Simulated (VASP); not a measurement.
Here is the system:

```xyz
6
Lattice="1.6495 -2.8571 0.0000 1.6495 2.8571 0.0000 0.0000 0.0000 14.5729" Properties=species:S:1:pos:R:3 pbc="T T T"
W      1.6495     0.9524     3.6432
W      1.6495    -0.9524    10.9297
Se     1.6495     0.9524    12.6192
Se     1.6495    -0.9524     5.3327
Se     1.6495    -0.9524     1.9538
Se     1.6495     0.9524     9.2402
```

The numbers are results of AM05 GGA, VASP's PBE PAW potentials (set 64) (plane waves; VASP 6.6.1), not measurements. Settings: 520 eV cut-off, 8×8×2 Γ-centred mesh, Gaussian smearing of 0.050 eV, potentials W_sv Se.

Without a dispersion term in the relaxation, distances and binding between the weakly bound layers, chains or molecules are unreliable, and so is what depends on them.

Q: The ions and cell shape at fixed volume are relaxed. Predict the relaxed structure.

A: 
```xyz
6
Lattice="1.6338 -2.8297 0.0000 1.6338 2.8297 0.0000 0.0000 0.0000 14.8557" Properties=species:S:1:pos:R:3 pbc="T T T"
W      1.6338     0.9433     3.7139
W      1.6338    -0.9433    11.1418
Se     1.6338     0.9433    12.8140
Se     1.6338    -0.9433     5.3862
Se     1.6338    -0.9433     2.0417
Se     1.6338     0.9433     9.4695
```
Space group P6_3/mmc (194), at a tolerance of 0.03 Å.

Q: How much energy does the relaxation gain?

A: The energy (σ→0) changes by -7.7 meV/atom, in 8 ionic steps.

```csv
step,E(σ→0) (eV),max force (eV/Å),pressure (GPa),volume (Å³)
1,-45.0401,0.500,-3.44,137.36
2,-45.0650,0.043,-1.53,137.36
3,-45.0650,0.044,-1.53,137.36
4,-45.0781,0.021,-0.88,137.36
5,-45.0863,0.021,0.22,137.36
6,-45.0863,0.020,0.19,137.36
7,-45.0863,0.021,0.02,137.36
8,-45.0863,0.000,0.10,137.36
```

The compound is WSe2 in the 2H layered structure. This cell is one point of a volume scan, at 1.03 of the reference volume. Symmetry was kept, so distortions that lower it aren't found.
